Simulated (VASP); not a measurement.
# BeZn2Se3 (P3m1) in VASP: notebook

The runs below take BeZn2Se3 through relaxation of cell and atoms, single point, with PBE, r2SCAN.

Program: VASP 6.6.1. These are calculated values, not measurements. Logs are shortened: lines on timing, memory, paths and dates and some standing lists are left out, and cuts for length are marked.

### 1 The crystal as given

The structure is trigonal, space group P3m1 (No. 156). Conventional cell: a = 3.940 Å, b = 3.940 Å, c = 9.625 Å, α = 90.00°, β = 90.00°, γ = 120.00°. Be (site symmetry 3m) is surrounded by 4 Se at 2.23 to 2.37 Å. Zn (site symmetry 3m) has 4 Se at 2.45 to 2.46 Å as nearest neighbours. Around Zn (site symmetry 3m) lie 4 Se at 2.45 to 2.47 Å. Se (site symmetry 3m) is surrounded by 4 Zn at 2.45 to 2.46 Å. Se (site symmetry 3m) has 3 Be at 2.37 Å and 1 Zn at 2.47 Å as nearest neighbours. Around Se (site symmetry 3m) lie 1 Be at 2.23 Å and 3 Zn at 2.45 Å.

The cell was built by a generator and needn't be a form met in nature.

### 2 Relaxation of cell and atoms, PBE

INCAR

```
SYSTEM = BeZn2Se3
ALGO     = Normal         ! electronic algorithm
EDIFF    = 1E-6           ! SCF threshold, eV
EDIFFG   = -0.01          ! ionic threshold
ENCUT    = 520            ! plane-wave cutoff, eV
GGA      = PE             ! functional
IBRION   = 2              ! ionic algorithm
ISIF     = 3              ! what is computed and relaxed
ISMEAR   = 0              ! smearing method
KPAR     = 4            
LASPH    = .True.         ! aspherical terms in the spheres
LCHARG   = .False.        ! write CHGCAR
LREAL    = .False.        ! projectors in reciprocal space
LWAVE    = .False.        ! write WAVECAR
NELM     = 120            ! most SCF steps
NSW      = 90             ! ionic steps
PREC     = Accurate       ! precision mode
SIGMA    = 0.03           ! smearing width, eV
```

KPOINTS

```
k-points
0
Gamma
  8 8 4
  0 0 0
```

POSCAR

```
BeZn2Se3
1.0
    3.9403723600      0.0000000000      0.0000000000
   -1.9701861800      3.4124625700      0.0000000000
    0.0000000000      0.0000000000      9.6250000000
Be Zn Se
1 2 3
Direct
    0.0000000000      0.0000000000      0.6669090900
    0.6666666700      0.3333333300      0.9934545500
    0.3333333300      0.6666666700      0.3425454500
    0.6666666700      0.3333333300      0.2494545500
    0.3333333300      0.6666666700      0.5991688300
    0.0000000000      0.0000000000      0.8985974000
```

Potentials or basis: VASP PAW PBE potentials, release 64 (Be, Zn, Se).

On the command line:

```console
> cat potpaw_PBE.64/Be/POTCAR potpaw_PBE.64/Zn/POTCAR potpaw_PBE.64/Se/POTCAR > POTCAR
> mpirun -np 4 vasp_std > vasp.out
```

OUTCAR:

```text
SYSTEM = BeZn2Se3
   EDIFF = 1E-6
   EDIFFG = -0.01
   ENCUT = 520
   GGA = PE
   IBRION = 2
   ISIF = 3
   ISMEAR = 0
   LASPH = .True.
   LREAL = .False.
   NELM = 120
   NSW = 90
   PREC = Accurate

 ion  position               nearest neighbor table
   1  0.000  0.000  0.667-   6 2.23   5 2.37   5 2.37   5 2.37
   2  0.667  0.333  0.993-   6 2.45   6 2.45   6 2.45   4 2.46
   3  0.333  0.667  0.343-   4 2.45   4 2.45   4 2.45   5 2.47
   4  0.667  0.333  0.249-   3 2.45   3 2.45   3 2.45   2 2.46
   5  0.333  0.667  0.599-   1 2.37   1 2.37   1 2.37   3 2.47
   6  0.000  0.000  0.899-   1 2.23   2 2.45   2 2.45   2 2.45

  LATTYP: Found a hexagonal cell.
 ALAT       =     3.9403723600
 C/A-ratio  =     2.4426625508

  Lattice vectors:

 A1 = (   3.9403723600,   0.0000000000,   0.0000000000)
 A2 = (  -1.9701861800,   3.4124625700,   0.0000000000)
 A3 = (   0.0000000000,   0.0000000000,   9.6250000000)

Analysis of symmetry for initial positions (statically):
=====================================================================
 Subroutine PRICEL returns:
 Original cell was already a primitive cell.

 Routine SETGRP: Setting up the symmetry group for a
 hexagonal supercell.

 Subroutine GETGRP returns: Found  6 space group operations
 (whereof  6 operations were pure point group operations)
 out of a pool of 24 trial point group operations.

The static configuration has the point symmetry C_3v.

Analysis of symmetry for dynamics (positions and initial velocities):
=====================================================================
 Subroutine PRICEL returns:
 Original cell was already a primitive cell.

 Routine SETGRP: Setting up the symmetry group for a
 hexagonal supercell.

 Subroutine GETGRP returns: Found  6 space group operations
 (whereof  6 operations were pure point group operations)
 out of a pool of 24 trial point group operations.

The dynamic configuration has the point symmetry C_3v.

 Subroutine INISYM returns: Found  6 space group operations
 (whereof  6 operations are pure point group operations),
 and found     1 'primitive' translations

----------------------------------------------------------------------------------------

                                     Primitive cell

  volume of cell :     129.4213

  direct lattice vectors                    reciprocal lattice vectors
     3.940372360  0.000000000  0.000000000     0.253783122  0.146521754  0.000000000
    -1.970186180  3.412462570  0.000000000     0.000000000  0.293043507  0.000000000
     0.000000000  0.000000000  9.625000000     0.000000000  0.000000000  0.103896104

  length of vectors
     3.940372360  3.940372365  9.625000000     0.293043508  0.293043507  0.103896104

  position of ions in fractional coordinates (direct lattice)
     0.000000000  0.000000000  0.666909090
     0.666666670  0.333333330  0.993454550
     0.333333330  0.666666670  0.342545450
     0.666666670  0.333333330  0.249454550
     0.333333330  0.666666670  0.599168830
     0.000000000  0.000000000  0.898597400

  ion indices of the primitive-cell ions
   primitive index   ion index
                 1           1
                 2           2
                 3           3
                 4           4
                 5           5
                 6           6

----------------------------------------------------------------------------------------

 KPOINTS: k-points

Automatic generation of k-mesh.
 Grid dimensions read from file:
 generate k-points for:    8    8    4

 Generating k-lattice:

  Cartesian coordinates                     Fractional coordinates (reciprocal lattice)
     0.031722890  0.018315219  0.000000000     0.125000000  0.000000000  0.000000000
     0.000000000  0.036630438  0.000000000     0.000000000  0.125000000  0.000000000
     0.000000000  0.000000000  0.025974026     0.000000000  0.000000000  0.250000000

  Length of vectors
     0.036630438  0.036630438  0.025974026

  Shift w.r.t. Gamma in fractional coordinates (k-lattice)
     0.000000000  0.000000000  0.000000000

 Subroutine IBZKPT returns following result:
 ===========================================

 Found     35 irreducible k-points:

 Following reciprocal coordinates:
            Coordinates               Weight
  0.000000  0.000000  0.000000      1.000000
  0.125000  0.000000  0.000000      6.000000
  0.250000  0.000000  0.000000      6.000000
  0.375000  0.000000  0.000000      6.000000
  0.500000  0.000000  0.000000      3.000000
  0.125000  0.125000  0.000000      6.000000
[... 16 lines left out ...]
 -0.125000  0.500000  0.250000     12.000000
  0.250000  0.250000  0.250000     12.000000
 [... further k-points ...]
   k-points           NKPTS =     35   k-points in BZ     NKDIM =     35   number of bands    NBANDS=     26
   number of dos      NEDOS =    301   number of ions     NIONS =      6
   total plane-waves  NPLWV =  64800
   dimension x,y,z NGX =    30 NGY =   30 NGZ =   72
   dimension x,y,z NGXF=    60 NGYF=   60 NGZF=  144
   ions per type =               1   2   3
   NGX,Y,Z   is equivalent  to a cutoff of  12.66, 12.66, 12.44 a.u.
   NGXF,Y,Z  is equivalent  to a cutoff of  25.31, 25.31, 24.87 a.u.
 SYSTEM =  BeZn2Se3
   PREC   = accura    normal or accurate (medium, high low for compatibility)
   ISTART =      0    job   : 0-new  1-cont  2-samecut
   ICHARG =      2    charge: 1-file 2-atom 10-const
   ISPIN  =      1    spin polarized calculation?
   LNONCOLLINEAR =      F non collinear calculations
   LSORBIT =      F    spin-orbit coupling
   LASPH  =      T    aspherical Exc in radial PAW
   ENCUT  =  520.0 eV  38.22 Ry    6.18 a.u.   7.33  7.33 17.90*2*pi/ulx,y,z
   NELM   =    120;   NELMIN=  2; NELMDL= -5     # of ELM steps
   EDIFF  = 0.1E-05   stopping-criterion for ELM
   LREAL  =      F    real-space projection
   EDIFFG = -.1E-01   stopping-criterion for IOM
   NSW    =     90    number of steps for IOM
   IBRION =      2    ionic relax: 0-MD 1-quasi-New 2-CG
   NFREE  =      1    steps in history (QN), initial steepest desc. (CG)
   ISIF   =      3    stress and relaxation
   ISYM   =      2    0-nonsym 1-usesym 2-fastsym
   POTIM  = 0.5000    time-step for ionic-motion
   TEBEG  =    0.0;   TEEND  =   0.0 temperature during run
   PSTRESS=    0.0 pullay stress
   NELECT =      44.0000    total number of electrons
   NUPDOWN=      -1.0000    fix difference up-down
   EMIN   =  10.00;   EMAX   =-10.00  energy-range for DOS
   EFERMI =   0.00;   METHOD = LEGACY
   ISMEAR =     0;   SIGMA  =   0.03  broadening in eV -4-tet -1-fermi 0-gaus
   EFERMI_NEDOS =   21; number of points for ismear=-14 and -15
   IALGO  =     38    algorithm
   IMIX   =      4    mixing-type and parameters
     AMIX     =   0.40;   BMIX     =  1.00
     AMIX_MAG =   1.60;   BMIX_MAG =  1.00
  volume/ion in A,a.u.               =      21.57       145.56
  Fermi-wavevector in a.u.,A,eV,Ry     =   1.142590  2.159182 17.762568  1.305512
  Thomas-Fermi vector in A             =   2.279287
   LORBIT       =      0    0 simple, 1 ext, 2 COOP (PROOUT), +10 PAW based schemes
   GGA     = PE    functional components
   LHFCALC =     F    Hartree Fock is set to
   AEXX    =    0.0000 exact exchange contribution
   IVDW    =     0    specifies the selected vdW correction
   LEPSILON=     F    determine dielectric tensor
   LRPA    =     F    only Hartree local field effects (RPA)
 conjugate gradient relaxation of ions
 non-spin polarized calculation
 Gauss-broadening in eV      SIGMA  =   0.03
  energy-cutoff  :      520.00
  volume of cell :      129.42
 maximum number of plane-waves:      3521
 NGX is ok and might be reduce to    30
   NGX = 15   NGY = 15   NGZ = 35

--------------------------------------- Ionic step        1  -------------------------------------------

 number of electron      43.9999977 magnetization

 Free energy of the ion-electron system (eV)
  ---------------------------------------------------
  ext. energy  EPLUGINS =         0.00000000
  ---------------------------------------------------
  free energy    TOTEN  =       -20.67436236 eV

  energy without entropy =      -20.67436236  energy(sigma->0) =      -20.67436236

------------------------ aborting loop because EDIFF is reached ----------------------------------------

  FORCE on cell =-STRESS in cart. coord.  units (eV):
  Direction    XX          YY          ZZ          XY          YZ          ZX
  --------------------------------------------------------------------------------------
  -------------------------------------------------------------------------------------
  Total       -0.2308479     -0.2308479      0.2353248      0.0000000      0.0000000      0.0000000
  in kB       -2.8577914     -2.8577914      2.9132139      0.0000000      0.0000000      0.0000000
  external PRESSURE =      -0.9341230 kB  Pullay stress =       0.0000000 kB
[... 185 lines left out ...]
  energy  without entropy=      -20.6763120885  energy(sigma->0) =      -20.67631209

--------------------------------------- Ionic step        6  -------------------------------------------

 number of electron      43.9999974 magnetization

 Free energy of the ion-electron system (eV)
  ---------------------------------------------------
  ext. energy  EPLUGINS =         0.00000000
  ---------------------------------------------------
  free energy    TOTEN  =       -20.67633862 eV

  energy without entropy =      -20.67633862  energy(sigma->0) =      -20.67633862

 E-fermi :   2.1205     XC(G=0):  -9.2264

 val. band max:        1.9741275585   @ k =   0.0000   0.0000   0.0000
 cond. band min:       3.7172447370   @ k =   0.0000   0.0000   0.0000
 fundamental gap:      1.7431171785
 Fermi energy:         2.1204842344

 k-point     1 :       0.0000    0.0000    0.0000
  band No.  band energies     occupation
      1     -11.4010      2.00000
      2     -10.8363      2.00000
      3     -10.6230      2.00000
      4      -4.5736      2.00000
      5      -4.5736      2.00000
      6      -4.5673      2.00000
[... 685 lines left out ...]
     25       6.8092      0.00000
     26       7.3475      0.00000

 [... further k-points ...]
[... 5 lines left out ...]
  --------------------------------------------------------------------------------------
  -------------------------------------------------------------------------------------
  Total        0.0455148      0.0455148      0.0544902      0.0000000      0.0000000      0.0000000
  in kB        0.5648003      0.5648003      0.6761786      0.0000000      0.0000000      0.0000000
  external PRESSURE =       0.6019264 kB  Pullay stress =       0.0000000 kB
[... 21 lines left out ...]
  FREE ENERGIE OF THE ION-ELECTRON SYSTEM (eV)
  ---------------------------------------------------
  free  energy   TOTEN  =       -20.6763386169 eV

  energy  without entropy=      -20.6763386169  energy(sigma->0) =      -20.67633862

 reached required accuracy - stopping structural energy minimisation
```

Wall time 84 s (4 MPI ranks of Intel Xeon Platinum 8559C (Emerald Rapids), shared host); peak memory 0.32 GiB.

What came out:

```yaml
Free_energy: -20.6763 eV
Relaxed_volume: 21.52 Å³/atom
Relaxed_cell: a = 3.928 Å, b = 3.928 Å, c = 9.661 Å, α = 90.00°, β = 90.00°, γ = 120.00°
Space_group_after_relaxing_to_0.05_Å: P3m1 (No. 156)
Energy_gained_by_relaxing: 0.3 meV/atom
Ionic_steps: 6
Pressure_after_relaxing: 0.1 GPa
Largest_force_after_relaxing: 0.005 eV/Å
Band_gap_on_the_k_mesh: 1.74 eV, direct
```

Forces on the atoms (eV/Å):
```
Be   0.000  0.000  0.000
Zn   0.000  0.000 -0.005
Zn   0.000  0.000 -0.002
Se   0.000  0.000  0.002
Se   0.000  0.000  0.005
Se   0.000  0.000  0.001
```

Step by step:
| step | energy change (eV) | largest force (eV/Å) | pressure (GPa) | volume (Å³) |
| --- | --- | --- | --- | --- |
| 1 | 0.0000 | 0.0704 | -0.09 | 129.42 |
| 2 | -0.0013 | 0.0681 | -0.02 | 129.19 |
| 3 | -0.0014 | 0.0662 | 0.07 | 129.04 |
| 4 | -0.0019 | 0.0322 | -0.01 | 129.16 |
| 5 | -0.0019 | 0.0188 | -0.04 | 129.23 |
| 6 | -0.0020 | 0.0054 | 0.06 | 129.11 |

Final structure:
```
Be Zn Se
1.0
     3.92832    0.00000    0.00000
    -1.96416    3.40202    0.00000
     0.00000    0.00000    9.66106
Be Zn Se
1 2 3
Direct
  0.00000 0.00000 0.66794
  0.66667 0.33333 0.99310
  0.33333 0.66667 0.34300
  0.66667 0.33333 0.24805
  0.33333 0.66667 0.59923
  0.00000 0.00000 0.89882
```

(Continued in part 2 of 2.)
